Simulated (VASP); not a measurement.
Calculation: r2SCAN meta-GGA, VASP's PBE PAW potentials (set 64) (plane waves; VASP).

VASP ran on this input.

**INCAR**
```
ALGO  =  Normal
EDIFF  =  1E-6   # SCF stop (eV)
SYSTEM  =  Ti
LWAVE  =  .FALSE.
PSTRESS  =  450   # kbar
LMIXTAU  =  .TRUE.
LMAXMIX  =  4   # l cut-off of mixed one-centre charges
SIGMA  =  0.1   # width (eV)
LREAL  =  .FALSE.   # projection in real space or not
LASPH  =  .TRUE.
NELM  =  100   # most electronic steps
LCHARG  =  .FALSE.
IBRION  =  2
METAGGA  =  R2SCAN
EDIFFG  =  -0.02   # ionic stop
ISIF  =  3   # ions, shape and volume
PREC  =  Accurate
ENCUT  =  500   # plane-wave cut-off (eV)
NSW  =  40
ISMEAR  =  1   # Methfessel-Paxton
```

**POSCAR**
```
Ti
1.0
  1.3810440579  -2.3920386265   0.0000000000
  1.3810440579   2.3920386265   0.0000000000
  0.0000000000   0.0000000000   4.3538301601
Ti
2
Cartesian
  1.3810440579   0.7973478035   1.0884575400
  1.3810440579  -0.7973478035   3.2653726201
```

### KPOINTS
```
kpoints
0
G
 15 15 9
0 0 0
```

POTCAR, in this order: Ti_sv (PBE.64 set). Program: vasp_std.

What VASP printed:

**OUTCAR**
```
 ion  position               nearest neighbor table
   1  0.333  0.667  0.250-   2 2.70   2 2.70   2 2.70   2 2.70   2 2.70   2 2.70
   2  0.667  0.333  0.750-   1 2.70   1 2.70   1 2.70   1 2.70   1 2.70   1 2.70
  LATTYP: Found a hexagonal cell.
 ALAT       =     2.7620882463
 C/A-ratio  =     1.5762820634
 Subroutine PRICEL returns:
 Original cell was already a primitive cell.
 Subroutine GETGRP returns: Found 24 space group operations
The static configuration has the point symmetry D_3d.
 The point group associated with its full space group is D_6h.
The dynamic configuration has the point symmetry D_3d.
 Subroutine INISYM returns: Found 24 space group operations
 Subroutine IBZKPT returns following result:
 Found    135 irreducible k-points:

 Following reciprocal coordinates:
            Coordinates               Weight
  0.000000  0.000000  0.000000      1.000000
  0.066667 -0.000000  0.000000      6.000000
  0.133333  0.000000  0.000000      6.000000
  0.200000  0.000000  0.000000      6.000000
  0.266667  0.000000  0.000000      6.000000
  0.333333  0.000000  0.000000      6.000000
  0.400000  0.000000  0.000000      6.000000
  0.466667  0.000000  0.000000      6.000000
  0.066667  0.066667  0.000000      6.000000
  0.133333  0.066667  0.000000     12.000000
  0.200000  0.066667  0.000000     12.000000
  0.266667  0.066667  0.000000     12.000000
  0.333333  0.066667  0.000000     12.000000
  0.400000  0.066667  0.000000     12.000000
  0.466667  0.066667  0.000000      6.000000
  0.133333  0.133333  0.000000      6.000000
  0.200000  0.133333  0.000000     12.000000
  0.266667  0.133333  0.000000     12.000000
  0.333333  0.133333  0.000000     12.000000
  0.400000  0.133333  0.000000     12.000000
  0.200000  0.200000  0.000000      6.000000
  0.266667  0.200000  0.000000     12.000000
...
```

### OSZICAR
```
...
DAV:   4    -0.234992207527E+02   -0.14420E+00   -0.88961E-01  5360   0.915E+00    0.234E+00
DAV:   5    -0.233859366136E+02    0.11328E+00   -0.20898E+00  6920   0.117E+01    0.150E+00
DAV:   6    -0.235586812652E+02   -0.17274E+00   -0.13722E-01  4472   0.494E+00    0.120E+00
DAV:   7    -0.235568463658E+02    0.18349E-02   -0.17228E-02  5584   0.843E-01    0.969E-01
DAV:   8    -0.235865590303E+02   -0.29713E-01   -0.28183E-02  4896   0.235E+00    0.112E+00
DAV:   9    -0.236031369377E+02   -0.16578E-01   -0.14892E-02  5384   0.116E+00    0.975E-01
DAV:  10    -0.236032664991E+02   -0.12956E-03   -0.80296E-04  5096   0.401E-01    0.848E-01
DAV:  11    -0.236094061856E+02   -0.61397E-02   -0.94487E-03  4320   0.111E+00    0.136E-01
DAV:  12    -0.236095493479E+02   -0.14316E-03   -0.48257E-04  6560   0.234E-01    0.105E-01
DAV:  13    -0.236100023911E+02   -0.45304E-03   -0.28526E-04  4320   0.194E-01    0.468E-02
DAV:  14    -0.236100911775E+02   -0.88786E-04   -0.29414E-04  4384   0.183E-01    0.117E-01
DAV:  15    -0.236100638509E+02    0.27327E-04   -0.20145E-04  5848   0.106E-01    0.607E-02
DAV:  16    -0.236100436588E+02    0.20192E-04   -0.46636E-05  4368   0.700E-02    0.817E-03
DAV:  17    -0.236100526626E+02   -0.90037E-05   -0.49373E-06  5096   0.243E-02    0.191E-03
DAV:  18    -0.236100514108E+02    0.12518E-05   -0.46302E-07  2200   0.873E-03    0.226E-03
DAV:  19    -0.236100515428E+02   -0.13203E-06   -0.21650E-07  2184   0.625E-03
   2 F= -.17005975E+02 E0= -.17006085E+02  d E =0.324701E+00
       N       E                     dE             d eps       ncg     rms          rms(c)
DAV:   1    -0.295600665161E+02   -0.59500E+01   -0.14818E+02  5352   0.204E+02    0.193E+01
DAV:   2    -0.254401701981E+02    0.41199E+01   -0.28331E+01  6336   0.658E+01    0.854E+00
DAV:   3    -0.249880699952E+02    0.45210E+00   -0.86295E+00  5536   0.198E+01    0.299E+00
DAV:   4    -0.246966422166E+02    0.29143E+00   -0.70224E-01  5464   0.836E+00    0.112E+00
DAV:   5    -0.248974429347E+02   -0.20080E+00   -0.57754E-01  6512   0.857E+00    0.564E-01
DAV:   6    -0.250090398611E+02   -0.11160E+00   -0.26830E-01  4720   0.523E+00    0.712E-01
DAV:   7    -0.250089027414E+02    0.13712E-03   -0.73543E-03  5088   0.754E-01    0.849E-01
DAV:   8    -0.250118512227E+02   -0.29485E-02   -0.44066E-03  4384   0.913E-01    0.721E-01
DAV:   9    -0.250218831976E+02   -0.10032E-01   -0.22170E-02  5584   0.116E+00    0.367E-01
DAV:  10    -0.250216986743E+02    0.18452E-03   -0.87558E-04  5232   0.311E-01    0.366E-01
DAV:  11    -0.250217447167E+02   -0.46042E-04   -0.24811E-05  6048   0.386E-02    0.380E-01
DAV:  12    -0.250211193485E+02    0.62537E-03   -0.49082E-04  4320   0.226E-01    0.186E-01
DAV:  13    -0.250209306729E+02    0.18868E-03   -0.12734E-03  5640   0.279E-01    0.805E-02
DAV:  14    -0.250209603552E+02   -0.29682E-04   -0.66203E-05  4784   0.827E-02    0.672E-02
DAV:  15    -0.250209411633E+02    0.19192E-04   -0.28694E-05  5552   0.589E-02    0.358E-02
DAV:  16    -0.250209493038E+02   -0.81406E-05   -0.84747E-06  4368   0.373E-02    0.118E-02
DAV:  17    -0.250209440729E+02    0.52309E-05   -0.10861E-06  2808   0.107E-02    0.187E-02
DAV:  18    -0.250209439158E+02    0.15707E-06   -0.20088E-06  2992   0.209E-02
   3 F= -.17417242E+02 E0= -.17417918E+02  d E =-.865664E-01
       N       E                     dE             d eps       ncg     rms          rms(c)
DAV:   1    -0.249983970022E+02    0.22547E-01   -0.83773E-02  5344   0.450E+00    0.480E-01
DAV:   2    -0.249958659626E+02    0.25310E-02   -0.14538E-02  6384   0.156E+00    0.189E-01
DAV:   3    -0.249956609225E+02    0.20504E-03   -0.40891E-03  5304   0.421E-01    0.592E-02
DAV:   4    -0.249955557608E+02    0.10516E-03   -0.50300E-04  5968   0.235E-01    0.366E-02
DAV:   5    -0.249955748571E+02   -0.19096E-04   -0.45510E-04  6296   0.234E-01    0.941E-03
DAV:   6    -0.249956546722E+02   -0.79815E-04   -0.15556E-04  5048   0.116E-01    0.174E-02
DAV:   7    -0.249956592456E+02   -0.45734E-05   -0.13069E-05  4736   0.461E-02    0.121E-02
DAV:   8    -0.249956617592E+02   -0.25136E-05   -0.41863E-06  4344   0.253E-02    0.341E-03
DAV:   9    -0.249956631515E+02   -0.13923E-05   -0.43482E-07  2184   0.742E-03    0.235E-03
DAV:  10    -0.249956640370E+02   -0.88556E-06   -0.14401E-06  3088   0.783E-03
   4 F= -.17417487E+02 E0= -.17418150E+02  d E =-.868118E-01
       N       E                     dE             d eps       ncg     rms          rms(c)
DAV:   1    -0.249862322081E+02    0.94309E-02   -0.12287E-02  5352   0.173E+00    0.185E-01
DAV:   2    -0.249858421887E+02    0.39002E-03   -0.21405E-03  6384   0.600E-01    0.727E-02
DAV:   3    -0.249858212663E+02    0.20922E-04   -0.60634E-04  5304   0.163E-01    0.229E-02
DAV:   4    -0.249858033967E+02    0.17870E-04   -0.73707E-05  5952   0.897E-02    0.141E-02
DAV:   5    -0.249858110668E+02   -0.76702E-05   -0.68332E-05  6376   0.900E-02    0.376E-03
DAV:   6    -0.249858214785E+02   -0.10412E-04   -0.22373E-05  4976   0.449E-02    0.663E-03
DAV:   7    -0.249858230127E+02   -0.15343E-05   -0.17436E-06  2864   0.175E-02    0.451E-03
DAV:   8    -0.249858232345E+02   -0.22178E-06   -0.74644E-07  2632   0.109E-02
   5 F= -.17417454E+02 E0= -.17418110E+02  d E =-.867780E-01
       N       E                     dE             d eps       ncg     rms          rms(c)
DAV:   1    -0.250122487850E+02   -0.26426E-01   -0.11634E-01  5216   0.561E+00    0.481E-01
DAV:   2    -0.250097565234E+02    0.24923E-02   -0.12251E-02  4848   0.160E+00    0.211E-01
DAV:   3    -0.250095167322E+02    0.23979E-03   -0.58417E-03  6504   0.648E-01    0.103E-01
DAV:   4    -0.250093771551E+02    0.13958E-03   -0.60064E-04  6024   0.244E-01    0.462E-02
DAV:   5    -0.250093702824E+02    0.68728E-05   -0.91213E-04  6960   0.346E-01    0.317E-02
DAV:   6    -0.250094486723E+02   -0.78390E-04   -0.30915E-04  4352   0.236E-01    0.239E-02
DAV:   7    -0.250094514197E+02   -0.27474E-05   -0.17789E-05  4976   0.407E-02    0.747E-03
DAV:   8    -0.250094518968E+02   -0.47710E-06   -0.21717E-06  3224   0.226E-02
   6 F= -.17417551E+02 E0= -.17418191E+02  d E =-.975975E-04
       N       E                     dE             d eps       ncg     rms          rms(c)
DAV:   1    -0.250020195495E+02    0.74319E-02   -0.12572E-02  5208   0.184E+00    0.158E-01
DAV:   2    -0.250017421891E+02    0.27736E-03   -0.13011E-03  4800   0.524E-01    0.695E-02
DAV:   3    -0.250017185300E+02    0.23659E-04   -0.62941E-04  6512   0.214E-01    0.343E-02
DAV:   4    -0.250017076881E+02    0.10842E-04   -0.62514E-05  6008   0.765E-02    0.152E-02
DAV:   5    -0.250017098726E+02   -0.21846E-05   -0.88932E-05  6744   0.108E-01    0.933E-03
DAV:   6    -0.250017138880E+02   -0.40154E-05   -0.31362E-05  4352   0.746E-02    0.754E-03
DAV:   7    -0.250017181943E+02   -0.43063E-05   -0.14736E-06  3320   0.126E-02    0.266E-03
DAV:   8    -0.250017178406E+02    0.35368E-06   -0.28229E-07  2216   0.854E-03
   7 F= -.17417585E+02 E0= -.17418233E+02  d E =-.131436E-03
       N       E                     dE             d eps       ncg     rms          rms(c)
DAV:   1    -0.249942216623E+02    0.74965E-02   -0.42439E-02  4632   0.326E+00    0.220E-01
DAV:   2    -0.249936867131E+02    0.53495E-03   -0.34622E-03  4552   0.771E-01    0.110E-01
DAV:   3    -0.249936160260E+02    0.70687E-04   -0.10195E-03  7024   0.351E-01    0.440E-02
DAV:   4    -0.249935660103E+02    0.50016E-04   -0.10619E-04  5888   0.133E-01    0.243E-02
DAV:   5    -0.249935786470E+02   -0.12637E-04   -0.12128E-04  5360   0.153E-01    0.125E-02
DAV:   6    -0.249935769818E+02    0.16652E-05   -0.47303E-05  4368   0.953E-02    0.655E-03
DAV:   7    -0.249935839473E+02   -0.69655E-05   -0.39397E-06  4152   0.240E-02    0.231E-03
DAV:   8    -0.249935825888E+02    0.13585E-05   -0.10156E-06  2320   0.178E-02    0.358E-04
DAV:   9    -0.249935830045E+02   -0.41574E-06   -0.20800E-07  2208   0.680E-03
   8 F= -.17417643E+02 E0= -.17418259E+02  d E =-.581871E-04
```

### OUTCAR
```
------------------------ aborting loop because EDIFF is reached ----------------------------------------
  FORCE on cell =-STRESS in cart. coord.  units (eV):
  Direction    XX          YY          ZZ          XY          YZ          ZX
  --------------------------------------------------------------------------------------
  Total        7.5839321      7.5839339      7.5722447      0.0000000      0.0000000      0.0000000
  in kB      450.4747396    450.4748446    449.7805249      0.0000000      0.0000000      0.0000000
  external PRESSURE =       0.2433697 kB  Pullay stress =     450.0000000 kB
  volume of cell :       26.97
      direct lattice vectors                 reciprocal lattice vectors
     1.349837084 -2.337986684 -0.000000000     0.370415072 -0.213859216 -0.000000000
     1.349837084  2.337986684 -0.000000000     0.370415072  0.213859216  0.000000000
    -0.000000000 -0.000000000  4.273475257     0.000000000  0.000000000  0.234001589
 POSITION                                       TOTAL-FORCE (eV/Angst)
 -----------------------------------------------------------------------------------
      1.34984      0.77933      1.06837         0.000000      0.000000      0.000000
      1.34984     -0.77933      3.20511        -0.000000     -0.000000      0.000000
 -----------------------------------------------------------------------------------
    total drift:                               -0.000000      0.001016     -0.000019
  FREE ENERGIE OF THE ION-ELECTRON SYSTEM (eV)
  ---------------------------------------------------
  free  energy   TOTEN  =       -24.9935830045 eV

  energy  without entropy=      -24.9954315630  energy(sigma->0) =      -24.99419919
  enthalpy is  TOTEN    =       -17.4176433032 eV   P V=        7.5759397012

 reached required accuracy - stopping structural energy minimisation
```
(Selected blocks of OUTCAR.)

CONTCAR:
```
Ti
   1.00000000000000
     1.3498370839191984   -2.3379866836718017   -0.0000000000000000
     1.3498370839191984    2.3379866836718017   -0.0000000000000000
    -0.0000000000000000   -0.0000000000000000    4.2734752569018220
  Ti
     2
Direct
     0.3333330000000032    0.6666669999999968    0.2500000000000000
     0.6666669999999968    0.3333330000000032    0.7500000000000000
```

**OUTCAR**
```
 val. band max:       11.3909425721   @ k =   0.2000   0.2000   0.4444

 cond. band min:      11.4015707433   @ k =   0.0000   0.0000   0.4444


 Fermi energy:        11.4009177307

 k-point     1 :       0.0000    0.0000    0.0000
  band No.  band energies     occupation
      1     -47.4809      2.00000
      2     -47.0971      2.00000
      3     -23.4488      2.00000
      4     -22.0325      2.00000
      5     -22.0325      2.00000
      6     -21.8419      2.00000
      7     -21.8215      2.00000
      8     -21.8214      2.00000
      9       4.3808      2.00000
     10       7.7981      2.00000
     11      12.3432     -0.00000
     12      12.3432     -0.00000
     13      12.5414     -0.00000
     14      13.0115     -0.00000
     15      13.1139     -0.00000
     16      13.1139     -0.00000

 k-point     2 :       0.0667   -0.0000    0.0000
  band No.  band energies     occupation
      1     -47.4687      2.00000
      2     -47.0921      2.00000
      3     -23.4264      2.00000
      4     -22.0804      2.00000
      5     -22.0483      2.00000
      6     -21.8708      2.00000
      7     -21.8508      2.00000
      8     -21.8267      2.00000
      9       4.5475      2.00000
     10       7.9295      2.00000
     11      11.9957     -0.00000
     12      12.4712     -0.00000
     13      12.5808     -0.00000
     14      12.8030     -0.00000
     15      13.0236     -0.00000
     16      13.2279     -0.00000

 k-point     3 :       0.1333    0.0000    0.0000
  band No.  band energies     occupation
      1     -47.4334      2.00000
      2     -47.0783      2.00000
      3     -23.3611      2.00000
      4     -22.2163      2.00000
      5     -22.0914      2.00000
      6     -22.0075      2.00000
      7     -21.8777      2.00000
      8     -21.8427      2.00000
      9       5.0270      2.00000
     10       8.2824      2.00000
     11      11.4693      0.09160
     12      11.7010     -0.00019
     13      12.7478     -0.00000
...
```

Energy and stress use the plane-wave basis of the starting cell.

The compound is Ti in the hcp structure. This run relaxes it under an external pressure of 45 GPa. Symmetry was kept, so distortions that lower it aren't found.
